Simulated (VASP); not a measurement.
```xyz
3
Lattice="3.9969 0.0000 0.0000 -1.9984 3.4614 0.0000 0.0000 0.0000 3.8754" Properties=species:S:1:pos:R:3 pbc="T T T"
Tb     0.0000     0.0000     1.9377
Ni     0.0000     2.3076     0.0000
As     1.9984     1.1538     0.0000
```

The numbers are results of PBEsol GGA with spin-orbit coupling, VASP's PBE PAW potentials (set 64) (plane waves; VASP), not measurements. Settings: 400 eV cut-off, 8×8×7 Γ-centred mesh, Gaussian smearing of 0.050 eV, potentials Tb_3 Ni As.

The 4f electrons are frozen in the core of the lanthanide potential, so 4f levels, which can set the real gap, and their magnetism are missing.

Task: What does the run give for the energy per atom (σ→0), band gap (over mesh and band path) with the smallest direct gap where there is one?

Result: 
| Quantity | Value |
|---|---|
| band gap (over mesh and band path) | none (metal, semimetal or under 0.01 eV) |
| energy per atom (σ→0) | -6.612 eV/atom |

The structure comes from a computed database's TbNiAs entry (P-6m2); how it stands against other phases isn't given here. It was relaxed first.
